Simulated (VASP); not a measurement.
The system is Ti3BiO3.

```
CELL_PARAMETERS angstrom
4.61448 0.00000 0.00000
0.00000 4.61448 0.00000
0.00000 0.00000 5.25140
ATOMIC_POSITIONS crystal
Ti 0.50000 0.00000 0.00000
Ti 0.00000 0.50000 0.00000
Ti 0.00000 0.00000 0.50000
Bi 0.50000 0.50000 0.50000
O 0.00000 0.00000 0.12771
O 0.00000 0.00000 0.87229
O 0.50000 0.50000 0.00000
```

The cell was built by a generator and needn't be a form met in nature.

* Program: VASP 6.6.1
* Task: relaxation of cell and atoms
* Functional: PBE
* Potentials or basis: VASP PAW PBE potentials, release 64 (Ti_sv, Bi_d, O)
* Cutoff: 520 eV
* k mesh: 3 × 3 × 3
* Occupations: gaussian, width 0.15 eV
* Spin: no spin polarisation

At the start: pressure -5.1 GPa; volume 15.97 Å³/atom.

Problem. How do energy, volume and symmetry change on relaxing?

Solution. Over 10 steps the energy falls by 1289.3 meV/atom and the volume is 14.03 Å³/atom (-12.2 %); space group P4/mmm (No. 123, to 0.05 Å).

The path:
```tsv
step	energy change (eV)	largest force (eV/Å)	pressure (GPa)	volume (Å³)
1	0.0000	6.5094	-5.13	111.82
2	-6.2274	3.2355	-1.40	102.99
3	-7.1141	2.5690	-0.59	102.84
4	-8.6728	2.0147	3.89	97.14
5	-8.8527	2.0609	0.24	98.80
6	-8.8540	2.0452	0.44	98.69
7	-9.0160	0.0237	-1.72	99.31
8	-9.0165	0.1011	-1.65	99.29
9	-9.0231	0.0376	1.00	97.64
10	-9.0253	0.0123	0.27	98.18
```

Final structure:
```
Ti Bi O
1.0
     3.95936    0.00000    0.00000
     0.00000    3.95936    0.00000
     0.00000    0.00000    6.26292
Ti Bi O
3 1 3
Direct
  0.50000 0.00000 0.00000
  0.00000 0.50000 0.00000
  0.00000 0.00000 0.50000
  0.50000 0.50000 0.50000
  0.00000 0.00000 0.17991
  0.00000 0.00000 0.82009
  0.50000 0.50000 0.00000
```

Caveat: the k mesh is coarse (spacing up to 0.45 Å⁻¹), so the values aren't converged; an odd number of electrons without spin polarisation forces a metal; a magnetic or distorted state may lie lower.
